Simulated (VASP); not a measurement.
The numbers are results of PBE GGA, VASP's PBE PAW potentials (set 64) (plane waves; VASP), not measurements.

Input for VASP

### INCAR
```
ALGO = Normal
EDIFF = 1E-7
ENCUT = 480
GGA = PE
ISIF = 2
ISMEAR = 1
LASPH = T
LCHARG = F
LMAXMIX = 6
LREAL = F
LWAVE = F
NELM = 100
PREC = Accurate
SIGMA = 0.1
SYSTEM = WSi2
```

POSCAR:
```
WSi2
7.8689050
 -0.2051774626   0.2051774626   0.4999999754
  0.2051774626  -0.2051774626   0.4999999754
  0.2051774626   0.2051774626  -0.4999999754
Si W
2 1
Direct
  0.6655888871   0.6655888871   0.0000000000
  0.3344111129   0.3344111129   0.0000000000
  0.0000000000   0.0000000000   0.0000000000
```

File KPOINTS:
```
Automatic mesh
0
Gamma
12 12 12
0 0 0
```

POTCAR, in this order: Si W_sv (PBE.64 set). Program: vasp_std.

Unless said otherwise, spin-orbit coupling is left out, though it shifts the bands of the heavy elements here.

Task: What does the run give for the energy per atom (σ→0), band gap (on the k-mesh)?

Result: 
```
Property                                                     Value
------------------------  ----------------------------------------
energy per atom (σ→0)                               -8.272 eV/atom
band gap (on the k-mesh)  none (metal, semimetal or under 0.01 eV)
```

OSZICAR:
```
...
DAV:   8    -0.248152565650E+02    0.23030E-01   -0.49298E-02  6339   0.198E+00    0.306E-01
DAV:   9    -0.248148666618E+02    0.38990E-03   -0.12337E-03  5807   0.298E-01    0.181E-01
DAV:  10    -0.248147953108E+02    0.71351E-04   -0.32092E-04  6108   0.181E-01    0.336E-02
DAV:  11    -0.248147886346E+02    0.66762E-05   -0.40233E-05  6164   0.531E-02    0.142E-02
DAV:  12    -0.248147884743E+02    0.16028E-06   -0.19334E-06  6011   0.949E-03    0.338E-03
DAV:  13    -0.248147878601E+02    0.61422E-06   -0.32696E-07  5487   0.565E-03    0.522E-04
DAV:  14    -0.248147877899E+02    0.70269E-07   -0.14163E-08  2949   0.128E-03
   1 F= -.24814788E+02 E0= -.24814833E+02  d E =0.136509E-03
```

The compound is WSi2 in the MoSi2 type structure. It was relaxed first.
